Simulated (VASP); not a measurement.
Method: PBE GGA with D3 dispersion (Becke-Johnson damping), VASP's PBE PAW potentials (set 64) (plane waves; VASP 6.6.1).

The input files of a VASP run:

**POSCAR**
```
Au
2.95570
  0.0000000000   0.7071067454   0.7071067454
  0.7071067454   0.0000000000   0.7071067454
  0.7071067454   0.7071067454   0.0000000000
Au
1
Cart
  0.0000000000   0.0000000000   0.0000000000
```

### INCAR
```
# general
SYSTEM  = Au
PREC    = Accurate
ENCUT   = 520
LREAL   = .False.   # projection in real space or not
LASPH   = .True.   # aspherical one-centre terms

# electronic loop
EDIFF   = 1E-7   # SCF stop (eV)
NELM    = 100   # most electronic steps
ALGO    = Normal   # blocked Davidson
LMAXMIX = 6   # l cut-off of mixed one-centre charges

# smearing
ISMEAR  = 1
SIGMA   = 0.1   # width (eV)

# functional
GGA     = PE
IVDW    = 12   # D3, Becke-Johnson

# ions
ISIF    = 2   # forces and stress, cell fixed

# output
LWAVE   = .False.
LCHARG  = .False.
```

### KPOINTS
```
Automatic mesh
0
Gamma
15 15 15
0 0 0
```

POTCAR, in this order: Au (PBE.64 set). Program: vasp_std.

What will the output report for the number of irreducible k-points (NKPTS), largest plane-wave count, number of space-group operations, FFT grid (NGX, NGY, NGZ)?

- number of irreducible k-points (NKPTS): 120
- largest plane-wave count: 531
- number of space-group operations: 48
- FFT grid (NGX, NGY, NGZ): 24 × 24 × 24

The compound is Au in the fcc structure. This cell is one point of a volume scan, at 1.06 of the reference volume.
